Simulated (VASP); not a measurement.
# ZnCd3Se3S: relaxation of cell and atoms with PBE

The system is ZnCd3Se3S.

```xyz
8
Lattice="4.2000 0.0000 0.0000 -2.1000 3.6373 0.0000 0.0000 0.0000 13.6000" Properties=species:S:1:pos:R:3 pbc="T T T"
Zn    0.0000    0.0000    0.0000
Cd    2.1000    1.2124    6.8000
Cd    0.0000    2.4249   10.2000
Cd    0.0000    2.4249    3.4000
Se    2.1000    1.2124    9.3500
Se    0.0000    0.0000    2.5500
Se    0.0000    2.4249    5.9500
S     0.0000    2.4249   12.7500
```

The cell was built by a generator and needn't be a form met in nature.

```yaml
Program: VASP 6.6.1
Task: relaxation of cell and atoms
Functional: PBE
Potentials_or_basis: VASP PAW PBE potentials, release 64 (Zn, Cd, Se, S)
Cutoff: 520 eV
k_mesh: 4 × 4 × 1
Occupations: gaussian, width 0.15 eV
Spin: no spin polarisation
Further_INCAR_settings: PREC = Normal; ALGO = Fast; EDIFF = 0.0001; IBRION = 2; EDIFFG = -0.08; NSW = 24; ISIF = 3
```

* Relaxed volume: 27.44 Å³/atom
* Relaxed cell: a = 4.257 Å, b = 4.257 Å, c = 13.988 Å, α = 90.00°, β = 90.00°, γ = 120.00°
* Space group after relaxing (to 0.05 Å): P3m1 (No. 156)
* Energy gained by relaxing: 54.9 meV/atom
* Ionic steps: 13
* Pressure after relaxing: 0.0 GPa
* Largest force after relaxing: 0.056 eV/Å
* Band gap on the k mesh: 0.49 eV, direct

Forces on the atoms (eV/Å):
```
Zn   0.000  0.000  0.021
Cd   0.000  0.000 -0.002
Cd   0.000  0.000 -0.021
Cd   0.000  0.000 -0.056
Se   0.000  0.000  0.024
Se   0.000  0.000  0.016
Se   0.000  0.000  0.029
S    0.000  0.000 -0.010
```

Stress tensor (GPa, compression positive):
```
-0.04  0.00  0.00
 0.00 -0.04  0.00
 0.00  0.00  0.12
```

The path:
| step | energy change (eV) | largest force (eV/Å) | pressure (GPa) | volume (Å³) |
| --- | --- | --- | --- | --- |
| 1 | 0.0000 | 1.1605 | 4.01 | 207.76 |
| 2 | -0.2483 | 0.6021 | -1.15 | 227.94 |
| 3 | -0.2545 | 0.6688 | -0.53 | 225.03 |
| 4 | -0.3059 | 0.5040 | -0.42 | 223.79 |
| 5 | -0.3890 | 0.3187 | -0.02 | 220.09 |
| 6 | -0.3916 | 0.2991 | 0.21 | 219.29 |
| 7 | -0.4239 | 0.2533 | -0.12 | 220.08 |
| 8 | -0.4279 | 0.2434 | -0.15 | 220.36 |
| 9 | -0.4284 | 0.2349 | -0.28 | 220.49 |
| 10 | -0.4362 | 0.1065 | 0.39 | 217.95 |
| 11 | -0.4365 | 0.1114 | 0.21 | 218.41 |
| 12 | -0.4365 | 0.1095 | 0.17 | 218.32 |
| 13 | -0.4392 | 0.0559 | 0.01 | 219.54 |

Final structure:
```
Zn Cd Se S
1.0
     4.25714    0.00000    0.00000
    -2.12857    3.68679    0.00000
     0.00000    0.00000   13.98784
Zn Cd Se S
1 3 3 1
Direct
  0.00000 0.00000 0.99322
  0.66667 0.33333 0.50336
  0.33333 0.66667 0.76649
  0.33333 0.66667 0.24170
  0.66667 0.33333 0.69394
  0.00000 0.00000 0.17020
  0.33333 0.66667 0.43152
  0.33333 0.66667 0.94955
```

Levels at points of the mesh, in eV from the valence-band top:
| k point | band 33 | band 34 | band 35 | band 36 | band 37 | band 38 | band 39 | band 40 |
| --- | --- | --- | --- | --- | --- | --- | --- | --- |
| (0.00, 0.00, 0.00) | -0.29 | -0.29 | 0.00 | 0.00 | 0.49 | 1.87 | 2.48 | 2.63 |
| (0.50, 0.00, 0.00) | -1.41 | -1.18 | -1.07 | -0.71 | 2.44 | 2.59 | 3.17 | 3.78 |

Run time: 100 s on 1 thread of Intel(R) Xeon(R) 6975P-C (Granite Rapids), on a shared host, peak memory 0.23 GiB.

Caveat: the k mesh is coarse (spacing up to 0.46 Å⁻¹), so the values aren't converged; the relaxation stopped at a loose force limit of 0.08 eV/Å, so its end isn't a converged minimum. Expect the measured gap to be larger: semilocal functionals such as PBE lack the derivative discontinuity.
